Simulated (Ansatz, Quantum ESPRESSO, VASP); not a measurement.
## One structure in several programs: MgTe (F-43m, 2 atoms in the cell)

Self-consistent single point.

```
CELL_PARAMETERS angstrom
      0.00000     3.21000     3.21000
      3.21000     0.00000     3.21000
      3.21000     3.21000     0.00000
ATOMIC_POSITIONS crystal
  Mg 0.00000 0.00000 0.00000
  Te 0.25000 0.25000 0.25000
```

All programs got the same cell, k-point mesh and kind of occupations (in Ansatz's words: kpoints.mp_grid.grid = 7 7 7; scf.occupations.method = fermi_dirac; scf.occupations.width = 0.05 eV); potentials, basis and cutoffs are each program's usual ones.

```json
[
 {"code": "Quantum ESPRESSO", "model": "PBE, SSSP 1.1.2 precision (PBE) pseudopotentials", "pressure (GPa)": "1.50", "gap on the mesh (eV)": "2.512", "cutoff": "50 Ry"},
 {"code": "Ansatz", "model": "PBE, default PAW files", "pressure (GPa)": "1.52", "gap on the mesh (eV)": "2.512", "cutoff": "default"},
 {"code": "VASP", "model": "PBE, VASP's PBE PAW potentials (set 64)", "pressure (GPa)": "–", "gap on the mesh (eV)": "2.503", "cutoff": "300 eV"}
]
```

A dash marks a value that a program does not give, or that is left out as unsure.

Gaps are read on the mesh.

The spread over the programs that give each value: pressure within 0.02 GPa; gap on the mesh within 0.009 eV.

The starting cell has typed, rounded lattice constants, without a prior relaxation at this level. On Ansatz's run: Spin-orbit coupling is off.

Q: Why do the programs differ, and what cannot be compared?

A: Differences of this kind can come from the potentials, where these differ, and from what each basis and cutoff leave unconverged. The valence holds different numbers of electrons (Quantum ESPRESSO 16, Ansatz (a first-principles code) 26, VASP 8). The zero of total energies and Fermi levels follows the potentials and each program's conventions, so they are not compared here. Ansatz's pressure is given at a fixed set of plane waves, as the other plane-wave codes print theirs.

VASP's run is marked for a possible Pulay error in its stress at this cutoff; no cutoff test was made.

Left out of this page: ABINIT, GPAW, CP2K, Elk, FLEUR and SIESTA (not drawn, or without a comparable value).

Keys are those of Ansatz 0.2.
